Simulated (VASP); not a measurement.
Runs of VASP 6.6.1 on CaH. It takes space group P4/mmm (No. 123, tetragonal). The conventional cell has a = 3.227 Å, b = 3.227 Å, c = 7.631 Å, α = 90.00°, β = 90.00°, γ = 90.00°. Around Ca (site symmetry 4/mmm) lie 4 Ca at 3.23 Å and 8 H at 3.52 Å. Ca (site symmetry 4/mmm) has 8 H at 2.55 Å as nearest neighbours. H (site symmetry 4mm) has 1 H at 2.28 Å and 4 Ca at 2.55 Å as nearest neighbours. The cell was built by a generator and needn't be a form met in nature.

```tsv
task	level	potentials or basis	cell	k mesh	cutoff (eV)	smearing	grid for exact exchange (PRECFOCK)	exchange at q = 0	gap on the mesh (eV)	pressure (GPa)	relaxed volume (Å³/atom)	largest force (eV/Å)
single point	B3LYP	VASP PAW PBE potentials, release 54 (Ca_sv, H)	as given	5 × 5 × 3	520	gaussian 0.05 eV	Normal	truncated	0.61	(c)	-	0.11
single point	PBE	VASP PAW PBE potentials, release 64 (Ca_sv, H)	as given	8 × 8 × 4	520	fermi-dirac 0.05 eV	-	-	none	0.1	-	0.01
optical spectrum	r2SCAN0	VASP PAW PBE potentials, release 64 (Ca_sv, H)	volume scaled by 0.92	5 × 5 × 3	520	gaussian 0.1 eV	Normal	default	0.87	2.7	-	0.02
relaxation of cell and atoms	PBEsol	VASP PAW PBE potentials, release 64 (Ca_sv, H)	relaxed	8 × 8 × 4	600	gaussian 0.05 eV	-	-	none	0.0	(b)	-
relaxation of cell and atoms	PBE	VASP PAW PBE potentials, release 64 (Ca_sv, H)	relaxed	8 × 8 × 4	600	gaussian 0.05 eV	-	-	none	0.0	(a)	0.01
atomic charges	SCAN0	VASP PAW PBE potentials, release 64 (Ca_sv, H)	as given	5 × 5 × 3	520	fermi-dirac 0.05 eV	Normal	default	0.72	0.2	-	0.13
```

Alike in all rows: no spin polarisation.

Estimate the missing entries.

(a) 19.97; (b) 18.32; (c) 0.6.

Caveats: the PAW data sets were made with another functional, which shifts forces and pressure a little (some runs); an odd mesh through Γ misses points on the zone boundary, where band edges often lie (some runs); spectra need much finer meshes, so this one isn't converged (some runs); independent-particle spectra lack excitons (some runs).

A gap of «none» marks a metal or a gap under the smearing width.
